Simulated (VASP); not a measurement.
Here is the system:

```
NaF
1.0
    0.00000     2.31500     2.31500
    2.31500     0.00000     2.31500
    2.31500     2.31500     0.00000
Na F
1 1
Direct
  0.00000   0.00000   0.00000
  0.50000   0.50000   0.50000
```

Calculation: PBEsol GGA, VASP's PBE PAW potentials (set 64) (plane waves; VASP 6.6.1). Settings: 520 eV cut-off, 10×10×10 Γ-centred mesh, Gaussian smearing of 0.050 eV, potentials Na_pv F.

Q: Estimate the energy per atom (σ→0), band gap (on the k-mesh) with the smallest direct gap where there is one.

A: 
```json
{
 "band gap (on the k-mesh)": "6.17 eV",
 "smallest direct gap (on the k-mesh)": "6.17 eV",
 "energy per atom (σ→0)": "-4.384 eV/atom"
}
```

Only differences to runs with the same potentials and settings are physical.

The compound is NaF in the rock salt structure. The cell was not relaxed at this level.
